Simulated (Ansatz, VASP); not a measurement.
# GaB in VASP and in Ansatz

File INCAR:

```
SYSTEM = GaB
PREC = Accurate
ENCUT = 520
EDIFF = 1E-6
ISMEAR = -1
SIGMA = 0.05
LREAL = .FALSE.
LASPH = .TRUE.
NELM = 60
ALGO = Normal
ISIF = 2
LWAVE = .FALSE.
LCHARG = .FALSE.
GGA = PE
NBANDS = 15
```

The input KPOINTS:

```
Automatic mesh
0
G
  10 10 8
  0 0 0
```

Contents of POSCAR:

```
GaB
1.0
    2.7715523584      0.0000000000      0.0000000000
    0.0000000000      2.7715523584      0.0000000000
    0.0000000000      0.0000000000      3.2996812121
Ga B
1 1
Direct
    0.5000000000      0.5000000000      0.5000000000
    0.0000000000      0.0000000000      0.0000000000
```

Contents of input.yaml:

```yaml
crystal:
  lattice:
    - [2.7715523584, 0.0, 0.0]
    - [0.0, 2.7715523584, 0.0]
    - [0.0, 0.0, 3.2996812121]
  atoms:
    - { symbol: Ga, position: [0.5, 0.5, 0.5] }
    - { symbol: B, position: [0.0, 0.0, 0.0] }
hamiltonian:
  xc: pbe
  pseudopotentials: { kind: paw }
kpoints:
  mp_grid: { grid: [10, 10, 8] }
scf:
  occupations: { method: fermi_dirac, width: 0.05 }
output:
  forces: true
  stress: true
  eigenvalues: true
```

The cell was built by a generator and needn't be a form met in nature.

Alike in both runs: task single point; functional PBE; k mesh 10 × 10 × 8; occupations fermi-dirac, width 0.05 eV; no spin polarisation.

|  | VASP | Ansatz |
| --- | --- | --- |
| version | VASP 6.6.1 | Ansatz 0.2.0 |
| potentials or method | VASP PAW PBE potentials, release 64 (Ga_d, B) | Ansatz PAW |
| plane-wave cutoff (eV) | 520 | 420 |
| valence electrons in the cell | 16 | 16 |

|  | VASP | Ansatz | Ansatz less VASP |
| --- | --- | --- | --- |
| gap on the k mesh at the Fermi level (eV) | none | none | - |
| pressure (GPa) | -5.1 | -5.2 | -0.09 |
| largest component of the traceless stress (GPa) | 1.25 | 1.25 | -0.003 |

A gap of «none» marks a metal or a gap that the smearing closes.
